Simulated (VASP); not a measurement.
All values below come from r2SCAN meta-GGA, VASP's PBE PAW potentials (set 64) (plane waves; VASP 6.6.1).

A VASP calculation is set up with these files.

INCAR:
```
# general
SYSTEM  = CoSn
PREC    = Accurate
ENCUT   = 400
LREAL   = .FALSE.
LASPH   = .TRUE.

# electronic loop
EDIFF   = 1E-6
NELM    = 100
ALGO    = Normal
LMAXMIX = 4
LMIXTAU = .TRUE.

# smearing
ISMEAR  = 1
SIGMA   = 0.1

# functional
METAGGA = R2SCAN

# ions
IBRION  = 2
NSW     = 60
ISIF    = 3
EDIFFG  = -0.02

# output
LWAVE   = .FALSE.
LCHARG  = .FALSE.
```

File KPOINTS:
```
Automatic mesh
0
G
 6 6 7
```

POSCAR:
```
CoSn
1
    2.5754071813    -4.4607359895    -0.0000000000
    2.5754071813     4.4607359895     0.0000000000
    0.0000000000    -0.0000000000     4.1065988796
Co Sn
3 3
Direct
  0.5000000000   1.0000000000   0.0000000000
  0.5000000000   0.5000000000   0.0000000000
  0.0000000000   0.5000000000   0.0000000000
  0.0000000000   1.0000000000   0.0000000000
  0.3333330000   0.6666670000   0.5000000000
  0.6666670000   0.3333330000   0.5000000000
```

POTCAR, in this order: Co Sn_d (PBE.64 set). Program: vasp_std.

Output

**OUTCAR**
```
 ion  position               nearest neighbor table
   1  0.500  0.000  0.000-   5 2.54   6 2.54   5 2.54   6 2.54   2 2.58   4 2.58   2 2.58   4 2.58
                             3 2.58   3 2.58
   2  0.500  0.500  0.000-   5 2.54   6 2.54   5 2.54   6 2.54   1 2.58   3 2.58   1 2.58   3 2.58
                             4 2.58   4 2.58
   3  0.000  0.500  0.000-   5 2.54   6 2.54   5 2.54   6 2.54   2 2.58   4 2.58   4 2.58   2 2.58
                             1 2.58   1 2.58
   4  0.000  0.000  0.000-   1 2.58   3 2.58   3 2.58   1 2.58   2 2.58   2 2.58   6 3.61   5 3.61
                             6 3.61   5 3.61   5 3.61   5 3.61   6 3.61   6 3.61   6 3.61   5 3.61
   5  0.333  0.667  0.500-   1 2.54   3 2.54   1 2.54   3 2.54   2 2.54   2 2.54   6 2.97   6 2.97
                             6 2.97   4 3.61   4 3.61   4 3.61   4 3.61   4 3.61   4 3.61
   6  0.667  0.333  0.500-   1 2.54   3 2.54   1 2.54   3 2.54   2 2.54   2 2.54   5 2.97   5 2.97
                             5 2.97   4 3.61   4 3.61   4 3.61   4 3.61   4 3.61   4 3.61
  LATTYP: Found a hexagonal cell.
 ALAT       =     5.1508142771
 C/A-ratio  =     0.7972717824
 Subroutine PRICEL returns:
 Original cell was already a primitive cell.
 Subroutine GETGRP returns: Found 24 space group operations
The static configuration has the point symmetry D_6h.
The dynamic configuration has the point symmetry D_6h.
 Subroutine INISYM returns: Found 24 space group operations
 Subroutine IBZKPT returns following result:
 Found     28 irreducible k-points:

 Following reciprocal coordinates:
            Coordinates               Weight
  0.000000  0.000000  0.000000      1.000000
  0.166667  0.000000  0.000000      6.000000
  0.333333 -0.000000  0.000000      6.000000
  0.500000 -0.000000  0.000000      3.000000
  0.166667  0.166667  0.000000      6.000000
  0.333333  0.166667  0.000000     12.000000
  0.333333  0.333333  0.000000      2.000000
  0.000000  0.000000  0.142857      2.000000
  0.166667  0.000000  0.142857     12.000000
  0.333333 -0.000000  0.142857     12.000000
  0.500000 -0.000000  0.142857      6.000000
  0.166667  0.166667  0.142857     12.000000
  0.333333  0.166667  0.142857     24.000000
  0.333333  0.333333  0.142857      4.000000
  0.000000  0.000000  0.285714      2.000000
  0.166667  0.000000  0.285714     12.000000
  0.333333 -0.000000  0.285714     12.000000
  0.500000 -0.000000  0.285714      6.000000
  0.166667  0.166667  0.285714     12.000000
  0.333333  0.166667  0.285714     24.000000
  0.333333  0.333333  0.285714      4.000000
  0.000000  0.000000  0.428571      2.000000
  0.166667  0.000000  0.428571     12.000000
  0.333333 -0.000000  0.428571     12.000000
  0.500000 -0.000000  0.428571      6.000000
  0.166667  0.166667  0.428571     12.000000
  0.333333  0.166667  0.428571     24.000000
  0.333333  0.333333  0.428571      4.000000
   k-points           NKPTS =     28   k-points in BZ     NKDIM =     28   number of bands    NBANDS=     41
   number of dos      NEDOS =    301   number of ions     NIONS =      6
   total plane-waves  NPLWV =  36288
   dimension x,y,z NGX =    36 NGY =   36 NGZ =   28
   dimension x,y,z NGXF=    72 NGYF=   72 NGZF=   56
   ions per type =               3   3
   PREC   = accura    normal or accurate (medium, high low for compatibility)
   ISTART =      0    job   : 0-new  1-cont  2-samecut
   ICHARG =      2    charge: 1-file 2-atom 10-const
   ISPIN  =      1    spin polarized calculation?
   LNONCOLLINEAR =      F non collinear calculations
   LSORBIT =      F    spin-orbit coupling
   INIWAV =      1    electr: 0-lowe 1-rand  2-diag
   ENCUT  =  400.0 eV  29.40 Ry    5.42 a.u.   8.40  8.40  6.70*2*pi/ulx,y,z
   NELM   =    100;   NELMIN=  2; NELMDL= -5     # of ELM steps
   EDIFF  = 0.1E-05   stopping-criterion for ELM
   LREAL  =      F    real-space projection
   NLSPLINE    = F    spline interpolate recip. space projectors
   LMAXMIX     =    4 max onsite mixed and CHGCAR
   VOSKOWN=      0    Vosko Wilk Nusair interpolation
...
```

### OSZICAR
```
       N       E                     dE             d eps       ncg     rms          rms(c)
DAV:   1     0.577109407974E+03    0.57711E+03   -0.27700E+04  2313   0.241E+03
DAV:   2    -0.241029837403E+02   -0.60121E+03   -0.58788E+03  2296   0.608E+02
DAV:   3    -0.122013183040E+03   -0.97910E+02   -0.95975E+02  2355   0.232E+02
DAV:   4    -0.126612704739E+03   -0.45995E+01   -0.45728E+01  2711   0.576E+01
DAV:   5    -0.126766610393E+03   -0.15391E+00   -0.15386E+00  3276   0.937E+00    0.188E+01
DAV:   6    -0.119607874626E+03    0.71587E+01   -0.57866E+01  2526   0.822E+01    0.183E+01
DAV:   7    -0.113503871834E+03    0.61040E+01   -0.21609E+01  2609   0.477E+01    0.570E+00
DAV:   8    -0.112922782810E+03    0.58109E+00   -0.30575E+00  2723   0.105E+01    0.357E+00
DAV:   9    -0.113508675303E+03   -0.58589E+00   -0.10405E+00  2529   0.101E+01    0.116E+00
DAV:  10    -0.113511212602E+03   -0.25373E-02   -0.58922E-02  2854   0.228E+00    0.684E-01
DAV:  11    -0.113493236247E+03    0.17976E-01   -0.20468E-02  2610   0.148E+00    0.228E-01
DAV:  12    -0.113506130209E+03   -0.12894E-01   -0.17915E-02  2347   0.103E+00    0.951E-02
DAV:  13    -0.113508997030E+03   -0.28668E-02   -0.41739E-03  2349   0.540E-01    0.542E-02
DAV:  14    -0.113509214484E+03   -0.21745E-03   -0.40098E-04  2691   0.136E-01    0.421E-02
DAV:  15    -0.113509332849E+03   -0.11837E-03   -0.89881E-05  2669   0.658E-02    0.185E-02
DAV:  16    -0.113509293301E+03    0.39548E-04   -0.41758E-05  2345   0.500E-02    0.430E-03
DAV:  17    -0.113509344106E+03   -0.50804E-04   -0.86891E-06  2249   0.259E-02    0.332E-03
DAV:  18    -0.113509319318E+03    0.24788E-04   -0.23070E-06  1946   0.127E-02    0.124E-03
DAV:  19    -0.113509334838E+03   -0.15521E-04   -0.71630E-07  1382   0.787E-03    0.646E-04
DAV:  20    -0.113509327228E+03    0.76099E-05   -0.13352E-07  1202   0.391E-03    0.418E-04
DAV:  21    -0.113509327885E+03   -0.65657E-06   -0.56192E-08  1199   0.190E-03
   1 F= -.11350933E+03 E0= -.11351008E+03  d E =-.113509E+03
       N       E                     dE             d eps       ncg     rms          rms(c)
DAV:   1    -0.127463387709E+03   -0.13954E+02   -0.26657E+02  2421   0.228E+02    0.291E+01
DAV:   2    -0.139537444785E+03   -0.12074E+02   -0.26699E+02  3005   0.134E+02    0.383E+01
DAV:   3    -0.114462133118E+03    0.25075E+02   -0.11534E+02  2800   0.838E+01    0.879E+00
DAV:   4    -0.113622205799E+03    0.83993E+00   -0.45857E+00  2738   0.216E+01    0.367E+00
DAV:   5    -0.113423004883E+03    0.19920E+00   -0.59282E-01  3001   0.661E+00    0.119E+00
DAV:   6    -0.113440536590E+03   -0.17532E-01   -0.51993E-02  2468   0.196E+00    0.951E-01
DAV:   7    -0.113414735617E+03    0.25801E-01   -0.21779E-02  2498   0.103E+00    0.462E-01
DAV:   8    -0.113434879234E+03   -0.20144E-01   -0.22353E-02  2319   0.109E+00    0.612E-02
DAV:   9    -0.113435922100E+03   -0.10429E-02   -0.28430E-03  2325   0.397E-01    0.297E-02
DAV:  10    -0.113436156366E+03   -0.23427E-03   -0.34826E-04  2700   0.158E-01    0.220E-02
DAV:  11    -0.113436182776E+03   -0.26410E-04   -0.49506E-05  2807   0.498E-02    0.980E-03
DAV:  12    -0.113436182936E+03   -0.15958E-06   -0.11254E-05  2517   0.307E-02    0.337E-03
DAV:  13    -0.113436187659E+03   -0.47226E-05   -0.39866E-06  2061   0.178E-02    0.173E-03
DAV:  14    -0.113436185908E+03    0.17501E-05   -0.69630E-07  1178   0.815E-03    0.548E-04
DAV:  15    -0.113436187164E+03   -0.12556E-05   -0.13455E-07  1185   0.405E-03    0.325E-04
DAV:  16    -0.113436186866E+03    0.29836E-06   -0.31875E-08  1187   0.160E-03
   2 F= -.11343619E+03 E0= -.11343728E+03  d E =0.731410E-01
       N       E                     dE             d eps       ncg     rms          rms(c)
DAV:   1    -0.118138767479E+03   -0.47026E+01   -0.75729E+01  2422   0.101E+02    0.165E+01
DAV:   2    -0.120502148620E+03   -0.23634E+01   -0.51766E+01  2661   0.741E+01    0.198E+01
DAV:   3    -0.113904048239E+03    0.65981E+01   -0.29667E+01  2657   0.552E+01    0.461E+00
DAV:   4    -0.113696092141E+03    0.20796E+00   -0.22065E+00  2610   0.114E+01    0.235E+00
DAV:   5    -0.113655665929E+03    0.40426E-01   -0.24390E-01  2847   0.434E+00    0.138E+00
DAV:   6    -0.113643423771E+03    0.12242E-01   -0.27172E-02  2357   0.120E+00    0.314E-01
DAV:   7    -0.113646891593E+03   -0.34678E-02   -0.11670E-02  2511   0.679E-01    0.117E-01
DAV:   8    -0.113647630445E+03   -0.73885E-03   -0.14593E-03  2541   0.267E-01    0.801E-02
DAV:   9    -0.113647655285E+03   -0.24840E-04   -0.22570E-04  3102   0.139E-01    0.385E-02
DAV:  10    -0.113647558556E+03    0.96730E-04   -0.14717E-04  2317   0.975E-02    0.127E-02
DAV:  11    -0.113647618701E+03   -0.60145E-04   -0.10626E-05  2249   0.270E-02    0.753E-03
DAV:  12    -0.113647597569E+03    0.21132E-04   -0.16104E-06  1686   0.123E-02    0.372E-03
DAV:  13    -0.113647636744E+03   -0.39175E-04   -0.25390E-06  1720   0.170E-02    0.175E-03
DAV:  14    -0.113647625962E+03    0.10782E-04   -0.43590E-07  1182   0.748E-03    0.491E-04
DAV:  15    -0.113647626430E+03   -0.46847E-06   -0.81111E-08  1178   0.266E-03
   3 F= -.11364763E+03 E0= -.11364860E+03  d E =-.138299E+00
```

File OUTCAR:
```
------------------------ aborting loop because EDIFF is reached ----------------------------------------
  FORCE on cell =-STRESS in cart. coord.  units (eV):
  Direction    XX          YY          ZZ          XY          YZ          ZX
  --------------------------------------------------------------------------------------
  Total       -0.0851354     -0.0851354     -0.0519122      0.0000000     -0.0000000      0.0000000
  in kB       -1.3686710     -1.3686710     -0.8345609      0.0000000     -0.0000000      0.0000000
  external PRESSURE =      -1.1906343 kB  Pullay stress =       0.0000000 kB
  volume of cell :       99.66
      direct lattice vectors                 reciprocal lattice vectors
     2.622307801 -4.541970240 -0.000000000     0.190671743 -0.110084385  0.000000000
     2.622307801  4.541970240 -0.000000000     0.190671743  0.110084385  0.000000000
    -0.000000000  0.000000000  4.183730840     0.000000000  0.000000000  0.239021113
 POSITION                                       TOTAL-FORCE (eV/Angst)
 -----------------------------------------------------------------------------------
      1.31115     -2.27099     -0.00000        -0.000000      0.000000      0.000000
      2.62231      0.00000     -0.00000        -0.000000      0.000000      0.000000
      1.31115      2.27099     -0.00000        -0.000000      0.000000      0.000000
     -0.00000      0.00000      0.00000        -0.000000      0.000000      0.000000
      2.62231      1.51399      2.09187         0.000000     -0.000000      0.000000
      2.62231     -1.51399      2.09187         0.000000      0.000000      0.000000
 -----------------------------------------------------------------------------------
    total drift:                                0.000000      0.000000      0.000000
  FREE ENERGIE OF THE ION-ELECTRON SYSTEM (eV)
  ---------------------------------------------------
  free  energy   TOTEN  =      -113.6476264305 eV

  energy  without entropy=     -113.6505367594  energy(sigma->0) =     -113.64859654

 reached required accuracy - stopping structural energy minimisation
```
(Selected blocks of OUTCAR.)

CONTCAR:
```
CoSn
   1.00000000000000
     2.6223078007884926   -4.5419702399688422   -0.0000000000000000
     2.6223078007884926    4.5419702399688422   -0.0000000000000000
    -0.0000000000000000    0.0000000000000000    4.1837308395373762
  Co              Sn
     3     3
Direct
     0.5000000000000000    0.0000000000000000    0.0000000000000000
     0.5000000000000000    0.5000000000000000    0.0000000000000000
     0.0000000000000000    0.5000000000000000    0.0000000000000000
     0.0000000000000000    0.0000000000000000    0.0000000000000000
     0.3333330000000032    0.6666669999999968    0.5000000000000000
     0.6666669999999968    0.3333330000000032    0.5000000000000000
```

Energy and stress use the plane-wave basis of the starting cell.

The compound is CoSn in the sg191 structure. This run relaxes it. Symmetry was kept, so distortions that lower it aren't found. The start is the result of an earlier pass. The run is not spin-polarised, so no magnetic state was tried. The electron count is odd and the run is not spin-polarised, which forces a metal.
